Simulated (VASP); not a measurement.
Consider the following.

```
Li
1.0
   -1.71297     1.71297     1.71297
    1.71297    -1.71297     1.71297
    1.71297     1.71297    -1.71297
Li
1
Direct
  0.00000   0.00000   0.00000
```

Method: PBEsol GGA, VASP's PBE PAW potentials (set 64) (plane waves; VASP). Run with PREC = Normal, EDIFF = 1E-5, 450 eV cut-off, 17×17×17 Γ-centred mesh, first-order Methfessel-Paxton smearing of 0.10 eV, potentials Li_sv.

At this cut-off the stress carries a Pulay error, which pulls relaxed volumes low.

Give the stress tensor in GPa (positive for a compressed cell).

```
-1.08   0.00   0.00
 0.00  -1.08   0.00
 0.00   0.00  -1.08
```
The pressure is its mean diagonal, -1.08 GPa.

The compound is Li in the bcc structure. It was relaxed first, which changed the volume by -5 %.
